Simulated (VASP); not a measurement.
# Li(110), as cut: electronic structure, part 2 of 2

How does Li(110) behave as a surface?

VASP 6.6.1; LDA; plane waves and PAW (Li).

So far: The structure; Potential and states of the slab.

### Step 2. Potential and states of the slab (continued)

Force by atom:

| atom | x (eV/Å) | y (eV/Å) | z (eV/Å) | size |
| --- | --- | --- | --- | --- |
| Li1 | 0.000 | 0.000 | 0.145 | 0.145 |
| Li2 | 0.000 | 0.000 | -0.062 | 0.062 |
| Li3 | 0.000 | 0.000 | -0.013 | 0.013 |
| Li4 | 0.000 | 0.000 | 0.000 | 0.000 |
| Li5 | 0.000 | 0.000 | 0.013 | 0.013 |
| Li6 | 0.000 | 0.000 | 0.062 | 0.062 |
| Li7 | 0.000 | 0.000 | -0.145 | 0.145 |

Electrostatic potential energy in the ca plane at fractional y = 0.000, with atoms of Li within 0.2 Å of it. With pseudopotentials it is smooth inside the atoms' cores, unlike the true potential.

Ten even steps from '0' (-25 eV) to '9' (2 eV), each cell a mean:
```
86201589999999850027999999997300378999999999
98645899999999975468999999998744789999999999
99888999999999998889999999999888899999999999
99999999999999999999999999999999999999999999
99999999999999999999999999999988999999999999
98877899999999987788999999999877889999999999
97413789999999862147999999998512589999999999
86100589999999840016899999997200278999999999
```
Columns run along c (16.0 Å, from fractional 0.39 to 0.88 of the cell; values clipped at the 3rd and 97th percentile), rows up along a (3.0 Å). Atoms in or near the plane, at fractional coordinates: Li at (0.42, 0.00), Li at (0.58, 0.00), Li at (0.73, 0.00).

ELF in the ca plane at fractional y = 0.000, with atoms of Li within 0.2 Å of it. It is the smooth field of the valence electrons, not physical close to the nuclei.

Ten even steps from '0' (0.00) to '9' (0.75), each cell a mean:
```
73000147888888610001688887764100002221100000
75211368888888741114788877776422234432100000
87645688887788875457888877788877776532100000
88777888877788887778888777789999998642100000
88766788877788876667888777788999987542100000
86422478887888753235788877777644455432100000
74100157888888620002688887775200012321100000
62000047888887510001588888763000001221100000
```
Columns run along c (16.0 Å, from fractional 0.39 to 0.88 of the cell), rows up along a (3.0 Å). Atoms in or near the plane, at fractional coordinates: Li at (0.42, 0.00), Li at (0.58, 0.00), Li at (0.73, 0.00).

Valence density in the ca plane at fractional y = 0.000, with atoms of Li within 0.2 Å of it. It is the smooth field of the valence electrons, not physical close to the nuclei.

Ten even steps from '0' (0.000 e/Å³) to '9' (0.056 e/Å³), each cell a mean:
```
86434688998998864357899888887533332110000000
87656789988999876668899888898765443110000000
98888899988899888888999888899987643210000000
99888999988999998889999888999998753210000000
98888899988999988889999888999998643210000000
98777889988899887778999888899876543210000000
87545789998998865457899888888654432110000000
86433688998998753346899888887423322110000000
```
Columns run along c (16.0 Å, from fractional 0.39 to 0.88 of the cell), rows up along a (3.0 Å). Atoms in or near the plane, at fractional coordinates: Li at (0.42, 0.00), Li at (0.58, 0.00), Li at (0.73, 0.00).

Only the dipole across the slab is computed (IDIPOL = 3); zeros along the plane are no results.

The map of layer states is cut here 0.5 eV above the Fermi level, so it leaves out the states above that.

The vacuum level lies 3.35 eV above the Fermi level at the upper face; both faces agree, as the slab has next to no dipole.

The program found no field-free point at its default tolerance, but its printed level agrees with the flat part of the planar average.

On this mesh the fine structure of the density of states is sampling noise, and high empty states may be cut by the number of bands.

### Step 3. Derived quantities

This step: slab, LDA; plane waves and PAW (VASP 6.6.1).

Derived from the runs above.

### Step 4. Slab, other settings

This step: LDA; plane waves and PAW (Li) (VASP 6.6.1).

The run is repeated with some settings moved, to see what they change.

Contents of INCAR:

```
SYSTEM = Li
PREC = Normal
ENCUT = 300
EDIFF = 1E-06
NELM = 120
ISMEAR = -1
SIGMA = 0.1
LREAL = .FALSE.
ALGO = All
GGA = CA
NBANDS = 10
LORBIT = 11
LWAVE = .FALSE.
LCHARG = .FALSE.
KPAR = 2
IDIPOL = 3
LDIPOL = .TRUE.
DIPOL = 0.5 0.5 0.5
LVHAR = .TRUE.
LVACPOTAV = .TRUE.
NELECT = 7.5
```

Contents of POSCAR:

```
Li
1.0
    2.4678026663     -1.7450000000      0.0000000000
    2.4678026663      1.7450000000      0.0000000000
    0.0000000000      0.0000000000     32.8068159980
Li
7
Direct
    0.0000000000      0.0000000000      0.2743332361
    0.5000000000      0.5000000000      0.3495554908
    0.0000000000      0.0000000000      0.4247777454
    0.5000000000      0.5000000000      0.5000000000
    0.0000000000      0.0000000000      0.5752222546
    0.5000000000      0.5000000000      0.6504445092
    0.0000000000      0.0000000000      0.7256667639
```

Contents of KPOINTS:

```
Automatic mesh
0
Gamma
11 11 1
0 0 0
```

PAW data sets: Li (LDA family, release 64).

Launch:

```console
$ mpirun -np 2 vasp_std
```

Output:

```text
[banner, memory and clock lines left out]
running    2 mpi-ranks, on    1 nodes
[...]
|                                                                             |
|     EEEEEEE  RRRRRR   RRRRRR   OOOOOOO  RRRRRR      ###     ###     ###     |
|     E        R     R  R     R  O     O  R     R     ###     ###     ###     |
|     E        R     R  R     R  O     O  R     R     ###     ###     ###     |
|     EEEEE    RRRRRR   RRRRRR   O     O  RRRRRR       #       #       #      |
|     E        R   R    R   R    O     O  R   R                               |
|     E        R    R   R    R   O     O  R    R      ###     ###     ###     |
|     EEEEEEE  R     R  R     R  OOOOOOO  R     R     ###     ###     ###     |
|                                                                             |
|     LDIPOL = .TRUE. must be selected only for cubic supercells, since       |
|     the quadrupole corrections are currently only implemented for this      |
|     specific geometry.                                                      |
|     Please change your box, or set LDIPOL=.FALSE.                           |
|                                                                             |
|       ---->  I REFUSE TO CONTINUE WITH THIS SICK JOB ... BYE!!! <----       |
|                                                                             |

1
1
```

Wall time 2.6 s (2 MPI ranks of Intel Xeon 6975P-C (Granite Rapids), shared host).

Other runs of this cell carry LDIPOL without an error; here NELECT leaves a net charge, and the program allows the two together in cubic cells alone.

The input was rejected at the start.

VASP's message: “LDIPOL = .TRUE. must be selected only for cubic supercells, since the quadrupole corrections are currently only implemented for this”. No number of this run is used.

Settings moved from the usual: k-mesh = 11×11×1, ALGO = All and NELECT = 7.5.

NELECT differs from the neutral count, so the cell is charged against a uniform background: another system, not a numerical setting.

### Step 5. Summary of results

| Property | Result |
| --- | --- |
| work function of the slab | 3.35 eV |

In words: The work function is 3.35 eV at both faces. No atom was relaxed. The cell in the plane was kept as given and was not relaxed here.

[Lines on the potential files, build, host, timing and source positions are cut from VASP's logs without a mark.]

[Logs are printed without paths, hosts, clocks, repeated set-up lines and the standing remarks that a program may print on its own settings, such as how far it seeks lower states.]

[Hosts, paths, dates, database ids (printed as entryN), source tags and the programs' standing remarks are cut or masked in the printed files.]

[In band tables of VASP the shares of atoms and orbitals are scaled to a sum of 1 inside the atoms' spheres.]

[Runs that stopped without an error message from VASP are left out.]
